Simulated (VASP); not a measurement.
OSZICAR of a VASP run on Li₄MoO₅ (space group I4):

### OSZICAR
```
       N       E                     dE             d eps       ncg     rms          rms(c)
DAV:   1     0.508818021044E+03    0.50882E+03   -0.29963E+04  2448   0.178E+03
DAV:   2    -0.395364133657E+02   -0.54835E+03   -0.53441E+03  2886   0.485E+02
DAV:   3    -0.782550409672E+02   -0.38719E+02   -0.38615E+02  3450   0.117E+02
DAV:   4    -0.811596886302E+02   -0.29046E+01   -0.28961E+01  3864   0.265E+01
DAV:   5    -0.813179424363E+02   -0.15825E+00   -0.15824E+00  3386   0.443E+00    0.621E+01
DAV:   6    -0.681036222798E+02    0.13214E+02   -0.75908E+01  2844   0.532E+01    0.108E+01
DAV:   7    -0.675916550850E+02    0.51197E+00   -0.14035E+01  2788   0.238E+01    0.143E+01
DAV:   8    -0.672006459564E+02    0.39101E+00   -0.15712E+00  2874   0.895E+00    0.187E+00
DAV:   9    -0.671983046132E+02    0.23413E-02   -0.12742E-01  3598   0.199E+00    0.111E+00
DAV:  10    -0.671940257860E+02    0.42788E-02   -0.17854E-02  2906   0.111E+00    0.226E-01
DAV:  11    -0.671943543084E+02   -0.32852E-03   -0.27326E-03  3366   0.287E-01    0.102E-01
DAV:  12    -0.671942989493E+02    0.55359E-04   -0.43124E-04  2784   0.142E-01    0.359E-02
DAV:  13    -0.671942946901E+02    0.42592E-05   -0.64050E-05  3288   0.536E-02    0.173E-02
DAV:  14    -0.671942940680E+02    0.62212E-06   -0.11332E-05  2742   0.210E-02    0.324E-03
DAV:  15    -0.671942942076E+02   -0.13963E-06   -0.85352E-07  1420   0.671E-03
   1 F= -.67194294E+02 E0= -.67194294E+02  d E =-.671943E+02
       N       E                     dE             d eps       ncg     rms          rms(c)
DAV:   1    -0.671948124972E+02   -0.51843E-03   -0.69838E-02  2476   0.201E+00    0.231E-01
DAV:   2    -0.671946223676E+02    0.19013E-03   -0.16354E-03  2610   0.294E-01    0.953E-02
DAV:   3    -0.671945502605E+02    0.72107E-04   -0.23168E-04  2896   0.936E-02    0.290E-02
DAV:   4    -0.671945441530E+02    0.61075E-05   -0.43173E-05  2754   0.409E-02    0.184E-02
DAV:   5    -0.671945422170E+02    0.19360E-05   -0.54297E-06  2694   0.171E-02    0.617E-03
DAV:   6    -0.671945422309E+02   -0.13883E-07   -0.19392E-06  1874   0.971E-03
   2 F= -.67194542E+02 E0= -.67194542E+02  d E =-.248023E-03
       N       E                     dE             d eps       ncg     rms          rms(c)
DAV:   1    -0.671946182780E+02   -0.76061E-04   -0.12966E-02  2472   0.867E-01    0.989E-02
DAV:   2    -0.671945832101E+02    0.35068E-04   -0.30324E-04  2612   0.126E-01    0.408E-02
DAV:   3    -0.671945701098E+02    0.13100E-04   -0.43193E-05  2880   0.404E-02    0.127E-02
DAV:   4    -0.671945690448E+02    0.10650E-05   -0.79983E-06  2520   0.177E-02    0.804E-03
DAV:   5    -0.671945688547E+02    0.19007E-06   -0.10210E-06  1644   0.780E-03
   3 F= -.67194569E+02 E0= -.67194569E+02  d E =-.274647E-03
       N       E                     dE             d eps       ncg     rms          rms(c)
DAV:   1    -0.671947415234E+02   -0.17248E-03   -0.27114E-02  2464   0.107E+00    0.723E-02
DAV:   2    -0.671947330463E+02    0.84772E-05   -0.51096E-04  2606   0.147E-01    0.396E-02
DAV:   3    -0.671947179313E+02    0.15115E-04   -0.32955E-05  3064   0.380E-02    0.222E-02
DAV:   4    -0.671947133214E+02    0.46099E-05   -0.13523E-05  2752   0.258E-02    0.568E-03
DAV:   5    -0.671947130189E+02    0.30253E-06   -0.18810E-06  2142   0.989E-03
   4 F= -.67194713E+02 E0= -.67194713E+02  d E =-.144164E-03
       N       E                     dE             d eps       ncg     rms          rms(c)
DAV:   1    -0.671949417417E+02   -0.22842E-03   -0.10226E-01  2452   0.207E+00    0.139E-01
DAV:   2    -0.671949083533E+02    0.33388E-04   -0.19335E-03  2606   0.285E-01    0.766E-02
DAV:   3    -0.671948515830E+02    0.56770E-04   -0.12337E-04  3040   0.735E-02    0.432E-02
DAV:   4    -0.671948340862E+02    0.17497E-04   -0.50873E-05  2742   0.501E-02    0.111E-02
DAV:   5    -0.671948330794E+02    0.10069E-05   -0.73719E-06  2574   0.193E-02    0.549E-03
DAV:   6    -0.671948330434E+02    0.35968E-07   -0.47901E-07  1406   0.462E-03
   5 F= -.67194833E+02 E0= -.67194833E+02  d E =-.264189E-03
       N       E                     dE             d eps       ncg     rms          rms(c)
DAV:   1    -0.671949110004E+02   -0.77921E-04   -0.58973E-03  2456   0.574E-01    0.352E-02
DAV:   2    -0.671948978095E+02    0.13191E-04   -0.11991E-04  2664   0.819E-02    0.199E-02
DAV:   3    -0.671948910999E+02    0.67097E-05   -0.15552E-05  2886   0.268E-02    0.102E-02
DAV:   4    -0.671948897074E+02    0.13924E-05   -0.32377E-06  2214   0.136E-02    0.354E-03
DAV:   5    -0.671948895974E+02    0.10999E-06   -0.49823E-07  1470   0.575E-03
   6 F= -.67194890E+02 E0= -.67194890E+02  d E =-.565540E-04
```

Problem. Which electronic solver shows in the log?

Solution. It is blocked Davidson (ALGO = Normal, or the opening steps of other solvers). The INCAR had ALGO = Normal.

Problem. Can the final energy be trusted as converged?

Solution. The calculation finished and met its thresholds. It stopped with EDIFF = 1E-6, NELM = 100, NSW = 60 and EDIFFG = -0.02 after 6 ionic steps (PBEsol GGA, plane waves, VASP's PBE PAW potentials (set 64)).

The structure comes from a computed database's Li4MoO5 entry (I4); how it stands against other phases isn't given here. This run relaxes it. Symmetry was kept, so distortions that lower it aren't found. The start is the result of an earlier pass.
